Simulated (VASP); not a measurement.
Input:

```
AlAs
1.0
    0.00000     2.75243     2.75243
    2.75243     0.00000     2.75243
    2.75243     2.75243     0.00000
Al As
1 1
Direct
  0.00000   0.00000   0.00000
  0.25000   0.25000   0.25000
```

Level of theory: PBE GGA, VASP's PBE PAW potentials (set 64) (plane waves; VASP). Numerical set-up: PREC = Normal, 350 eV cut-off, 4×4×4 Γ-centred mesh, Gaussian smearing of 0.010 eV, potentials Al_GW As_GW.

Question: Estimate the energy per atom (σ→0), pressure, band gap (on the k-mesh) with the smallest direct gap where there is one.

Answer: 
The band gap (on the k-mesh) is 1.25 eV and the smallest direct gap (on the k-mesh) is 2.72 eV. The energy per atom (σ→0) comes out as -4.557 eV/atom and the pressure is 10.98 GPa.

Only differences to runs with the same potentials and settings are physical.

The compound is AlAs in the zinc blende structure. This cell is one point of a volume scan, at 0.92 of the reference volume. The k-mesh is coarse (spacing up to 0.49 per Å, 2π included), so the numbers may not be converged in it.
